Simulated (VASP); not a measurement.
```yaml
crystal:
  lattice:
    - [7.15660, 0.00000, 0.00000]
    - [-3.57830, 6.19780, 0.00000]
    - [0.00000, 0.00000, 3.36529]
  atoms:
    - { symbol: Ta, position: [0.26602, 0.00000, 0.00000] }
    - { symbol: Ta, position: [0.00000, 0.26602, 0.00000] }
    - { symbol: Ta, position: [0.73398, 0.73398, 0.00000] }
    - { symbol: Ta, position: [0.59893, 0.00000, 0.50000] }
    - { symbol: Ta, position: [0.00000, 0.59893, 0.50000] }
    - { symbol: Ta, position: [0.40107, 0.40107, 0.50000] }
    - { symbol: Ge, position: [0.00000, 0.00000, 0.50000] }
    - { symbol: Ge, position: [0.33333, 0.66667, 0.00000] }
    - { symbol: Ge, position: [0.66667, 0.33333, 0.00000] }
```

Calculation: PBEsol GGA, VASP's PBE PAW potentials (set 64) (plane waves; VASP 6.6.1). Settings: 400 eV cut-off, 6×6×10 Γ-centred mesh, tetrahedra with Blöchl corrections, potentials Ta_pv Ge_d.

Unless said otherwise, spin-orbit coupling is left out, though it shifts the bands of the heavy elements here.

### Question
Tabulate the total density of states (states/eV per cell) against energy (eV; zero at the valence-band maximum or, without a gap, the Fermi level).

### Answer

(E (eV), DOS (states/eV)): (-9.92, 4.04); (-9.63, 3.74); (-9.24, 5.12); (-8.94, 0.00); (-8.55, 0.00); (-8.25, 0.00); (-7.86, 0.00); (-7.57, 0.00); (-7.17, 0.00); (-6.88, 0.00); (-6.49, 1.34); (-6.19, 3.51); (-5.80, 4.53); (-5.50, 4.48); (-5.11, 2.72); (-4.82, 1.89); (-4.42, 2.61); (-4.13, 6.10); (-3.74, 7.85); (-3.44, 9.92); (-3.05, 3.42); (-2.75, 3.22); (-2.36, 11.7); (-2.07, 6.56); (-1.67, 9.48); (-1.38, 7.71); (-0.99, 2.46); (-0.69, 2.53); (-0.30, 3.83); (0.00, 10.4); (0.39, 4.32); (0.68, 3.01); (1.08, 4.56); (1.37, 5.64); (1.76, 10.2); (2.06, 9.12); (2.45, 6.17); (2.75, 4.35); (3.14, 4.18); (3.43, 3.34)
Within 2 eV below the Fermi level the largest weight inside VASP's projection spheres is Ta d.

The structure was generated: Ta2Ge was put into the Fe2P type (P-62m), which need not be its known phase. It was relaxed first, which changed the volume by -13 %.
